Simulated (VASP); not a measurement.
TiN:

```xyz
2
Lattice="0.0000 2.1206 2.1206 2.1206 0.0000 2.1206 2.1206 2.1206 0.0000" Properties=species:S:1:pos:R:3 pbc="T T T"
Ti    0.0000    0.0000    0.0000
N     2.1206    2.1206    2.1206
```

The cell is a database's computed one.

```yaml
Program: VASP 6.6.1
Task: relaxation of cell and atoms
Functional: PBEsol
Potentials_or_basis: VASP PAW PBE potentials, release 64 (Ti_sv, N)
Cutoff: 600 eV
k_mesh: 18 × 18 × 18
Occupations: gaussian, width 0.1 eV
Spin: no spin polarisation
```

At the start: pressure -7.2 GPa; volume 9.54 Å³/atom.

Task: Where does the relaxation end?

Result: Over 3 steps the energy falls by 5.5 meV/atom and the volume is 9.30 Å³/atom (-2.5 %); space group Fm-3m (No. 225, to 0.05 Å).

The path:
```
step  energy change (eV)  largest force (eV/Å)  pressure (GPa)  volume (Å³)
   1              0.0000                0.0000           -7.17        19.07
   2              0.0136                0.0000           11.96        17.92
   3             -0.0109                0.0000           -0.06        18.60
```

Final structure:
```cif
data_structure
_symmetry_space_group_name_H-M 'P 1'
_symmetry_Int_Tables_number 1
_cell_length_a 2.9740
_cell_length_b 2.9740
_cell_length_c 2.9740
_cell_angle_alpha 60.000
_cell_angle_beta 60.000
_cell_angle_gamma 60.000
_cell_volume 18.60
loop_
_atom_site_label
_atom_site_type_symbol
_atom_site_fract_x
_atom_site_fract_y
_atom_site_fract_z
_atom_site_occupancy
Ti1 Ti 0.00000 0.00000 0.00000 1
N1 N 0.50000 0.50000 0.50000 1
```

Caveat: the PAW data sets were made with another functional, which shifts forces and pressure a little.
